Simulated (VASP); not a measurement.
Set up this calculation in VASP 6.6.1, as the native input.

| Quantity | Value |
| --- | --- |
| Task | relaxation of the atoms |
| Functional | SCAN |
| Dispersion | D3(BJ) |
| Potentials or basis | VASP PAW PBE potentials, release 64 (C_s, Al, Br, H_s) |
| Cutoff | 400 eV |
| k mesh | 1 × 1 × 1 |
| Occupations | gaussian, width 0.01 eV |
| Spin | no spin polarisation |
| Further INCAR settings | ALGO = Normal; EDIFF = 1e-06; IBRION = 2; EDIFFG = -0.005; NSW = 60 |

The structure of CAlBr2H3 lies in POSCAR:

```
AlH3CBr2
1.0
   13.0000000000      0.0000000000      0.0000000000
    0.0000000000     13.0000000000      0.0000000000
    0.0000000000      0.0000000000     12.0000000000
C Al Br H
1 1 2 3
Direct
    0.4653769200      0.6149000000      0.4728750000
    0.4870000000      0.4689615400      0.4911166700
    0.6214846200      0.4084846200      0.5893333300
    0.3805153800      0.3512692300      0.4163333300
    0.3969384600      0.6311000000      0.4232250000
    0.4569615400      0.6519615400      0.5541833300
    0.5319307700      0.6500692300      0.4321666700
```

The input as run:

INCAR

```
SYSTEM = AlH3CBr2
PREC = Accurate
ENCUT = 400
EDIFF = 1E-6
ISMEAR = 0
SIGMA = 0.01
LREAL = .FALSE.
LASPH = .TRUE.
NELM = 100
ALGO = Normal
ISIF = 2
LWAVE = .FALSE.
LCHARG = .FALSE.
METAGGA = SCAN
LMIXTAU = .TRUE.
IVDW = 12
IBRION = 2
NSW = 60
EDIFFG = -0.005
```

KPOINTS

```
Automatic mesh
0
G
  1 1 1
  0 0 0
```

Potentials or basis: VASP PAW PBE potentials, release 64 (C_s, Al, Br, H_s).

The run is started by

```sh
$ cat potpaw_PBE.64/C_s/POTCAR potpaw_PBE.64/Al/POTCAR potpaw_PBE.64/Br/POTCAR potpaw_PBE.64/H_s/POTCAR > POTCAR
$ mpirun -np 1 vasp_gam > vasp.out
```

Results of the run:

| Quantity | Value |
| --- | --- |
| Energy gained by relaxing | 0.3 meV/atom |
| Ionic steps | 11 |
| Largest force after relaxing | 0.005 eV/Å |
| Gap between the frontier levels | 5.87 eV |
| Dispersion energy per atom | -0.005 eV |

Caveat: the PAW data sets were made with another functional, which shifts forces and pressure a little.

It took 35 min on 1 thread of Intel(R) Xeon(R) Platinum 8488C (Sapphire Rapids), on a shared host, peak memory 1.6 GiB.
